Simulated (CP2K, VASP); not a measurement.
An input for CP2K (PBEsol, GPW, DZVP-MOLOPT-SR-GTH basis, GTH-PBE potentials (GTH_POTENTIALS)):

```
&GLOBAL
  PROJECT ca2h3br
  RUN_TYPE CELL_OPT
  PRINT_LEVEL MEDIUM
&END GLOBAL
&FORCE_EVAL
  METHOD Quickstep
  STRESS_TENSOR ANALYTICAL
  &DFT
    BASIS_SET_FILE_NAME BASIS_MOLOPT
    POTENTIAL_FILE_NAME GTH_POTENTIALS
    &QS
      METHOD GPW
      EPS_DEFAULT 1E-10
      EXTRAPOLATION USE_GUESS
    &END QS
    &MGRID
      CUTOFF 500
      REL_CUTOFF 40
      NGRIDS 5
    &END MGRID
    &SCF
      SCF_GUESS ATOMIC
      EPS_SCF 1E-7
      MAX_SCF 100
      ADDED_MOS 6
      &DIAGONALIZATION
        ALGORITHM STANDARD
      &END DIAGONALIZATION
      &MIXING
        METHOD BROYDEN_MIXING
        ALPHA 0.4
        NBUFFER 8
      &END MIXING
      &SMEAR ON
        METHOD FERMI_DIRAC
        ELECTRONIC_TEMPERATURE [K] 116.05
      &END SMEAR
    &END SCF
    &KPOINTS
      SCHEME MONKHORST-PACK 6 6 3
      GAMMA_CENTERED T
    &END KPOINTS
    &XC
      &XC_FUNCTIONAL
        &PBE
          PARAMETRIZATION PBESOL
        &END PBE
      &END XC_FUNCTIONAL
    &END XC
    &PRINT
      &MO
        EIGENVALUES T
        OCCUPATION_NUMBERS T
        NDIGITS 8
        FILENAME mo
        &EACH
          QS_SCF 0
        &END EACH
        ADD_LAST NUMERIC
      &END MO
      &MULLIKEN ON
      &END MULLIKEN
    &END PRINT
  &END DFT
  &SUBSYS
    &CELL
      ABC 3.90294000 3.90293984 6.85353000
      ALPHA_BETA_GAMMA 90.00000000 90.00000000 120.00000139
      PERIODIC XYZ
    &END CELL
    &COORD
      Ca       1.98009611     1.14400665     1.26588811
      Ca       0.01718074     2.26733419     5.58472228
      H        1.91772128     1.10152963     5.83288861
      H       -0.02111100     2.25167106     1.02805006
      H        0.00075522    -0.00317386    -0.01562605
      Br       0.00829375    -0.00127766     3.43790199
    &END COORD
    &KIND Ca
      BASIS_SET DZVP-MOLOPT-SR-GTH-q10
      POTENTIAL GTH-PBE-q10
    &END KIND
    &KIND H
      BASIS_SET DZVP-MOLOPT-SR-GTH-q1
      POTENTIAL GTH-PBE-q1
    &END KIND
    &KIND Br
      BASIS_SET DZVP-MOLOPT-SR-GTH-q7
      POTENTIAL GTH-PBE-q7
    &END KIND
  &END SUBSYS
  &PRINT
    &FORCES ON
    &END FORCES
    &STRESS_TENSOR ON
    &END STRESS_TENSOR
  &END PRINT
&END FORCE_EVAL
&MOTION
  &CELL_OPT
    OPTIMIZER BFGS
    MAX_ITER 60
    MAX_FORCE 4E-4
    RMS_FORCE 3E-4
    EXTERNAL_PRESSURE [GPa] 0
    PRESSURE_TOLERANCE [bar] 200
  &END CELL_OPT
  &PRINT
    &CELL ON
    &END CELL
    &RESTART OFF
    &END RESTART
    &RESTART_HISTORY OFF
    &END RESTART_HISTORY
  &END PRINT
&END MOTION
```

Q: Write the VASP files for the same calculation.

A: One set of files that does it:

INCAR:
```
SYSTEM = Ca2H3Br
PREC = Accurate
ENCUT = 300
EDIFF = 1E-6
NELM = 100
ALGO = Normal
LREAL = .FALSE.
LASPH = .TRUE.
ISMEAR = -1
SIGMA = 0.01
GGA = PS
LMAXMIX = 4
LWAVE = .FALSE.
LCHARG = .FALSE.
ISIF = 3
IBRION = 2
NSW = 50
EDIFFG = -0.01
```

**POSCAR**
```
Ca2H3Br
1
    3.9029400000     0.0000000000     0.0000000000
   -1.9514700000     3.3800450000     0.0000000000
    0.0000000000     0.0000000000     6.8535300000
Ca H Br
2 3 1
Direct
  0.6765640000   0.3384590000   0.1847060000
  0.3398020000   0.6708000000   0.8148680000
  0.6542990000   0.3258920000   0.8510780000
  0.3276740000   0.6661660000   0.1500030000
 -0.0002760000  -0.0009390000  -0.0022800000
  0.0019360000  -0.0003780000   0.5016250000
```

KPOINTS:
```
Automatic mesh
0
gamma
  6 6 3
0 0 0
```

POTCAR, in this order: Ca_sv H Br (PBE.64 set). Program: vasp_std.

Both are inputs of real runs that ended normally. What can't carry over is the choice of potentials or basis and its cut-off, and each code's defaults.

The structure comes from a computed database's Ca2H3Br entry; how it stands against other phases isn't given here. In the starting cell atoms are displaced from their ideal sites.
